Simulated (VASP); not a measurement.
Set up this calculation in VASP 6.6.1, as the native input.

- Task: relaxation of cell and atoms
- Functional: PBE
- Potentials or basis: VASP PAW PBE potentials, release 64 (C, Si)
- Cutoff: 600 eV
- k mesh: 8 × 8 × 6
- Occupations: fermi-dirac, width 0.02 eV
- Spin: no spin polarisation
- Dipole correction: no
- Further INCAR settings: ALGO = Normal; EDIFF = 1e-06; IBRION = 2; EDIFFG = -0.005; NSW = 80; ISIF = 3

The structure of Si3C lies in POSCAR:

```
Si3C
1.0
    3.3394710160      0.0000000000      0.0000000000
    0.0000000000      3.3394710160      0.0000000000
    0.0000000000      0.0000000000      4.7227252020
C Si
1 3
Direct
    0.0000000000      0.0000000000      0.0000000000
    0.0000000000      0.5000000000      0.2500000000
    0.5000000000      0.5000000000      0.5000000000
    0.5000000000      0.0000000000      0.7500000000
```

The cell was built by a generator and needn't be a form met in nature.

One way to write it, as run:

INCAR

```
SYSTEM = Si3C
PREC = Accurate
ENCUT = 600
EDIFF = 1E-6
ISMEAR = -1
SIGMA = 0.02
LREAL = .FALSE.
LASPH = .TRUE.
NELM = 100
ALGO = Normal
ISIF = 3
LWAVE = .FALSE.
LCHARG = .FALSE.
GGA = PE
IBRION = 2
NSW = 80
EDIFFG = -0.005
```

KPOINTS

```
Automatic mesh
0
G
  8 8 6
  0 0 0
```

Potentials or basis: VASP PAW PBE potentials, release 64 (C, Si).

Run with:

```sh
$ cat potpaw_PBE.64/C/POTCAR potpaw_PBE.64/Si/POTCAR > POTCAR
$ mpirun -np 1 vasp_std > vasp.out
```

It gave:

- Relaxed volume: 14.89 Å³/atom
- Relaxed cell: a = 3.443 Å, b = 3.443 Å, c = 5.023 Å, α = 90.00°, β = 90.00°, γ = 90.00°
- Space group after relaxing (to 0.05 Å): P-4m2 (No. 115)
- Energy gained by relaxing: 556.5 meV/atom
- Ionic steps: 13
- Pressure after relaxing: 0.0 GPa
- Band gap on the k mesh: none (metal or under the smearing width)

Wall time 3.2 min on 1 thread of Intel(R) Xeon(R) Platinum 8488C (Sapphire Rapids), with other jobs on the host, peak memory 0.2 GiB.
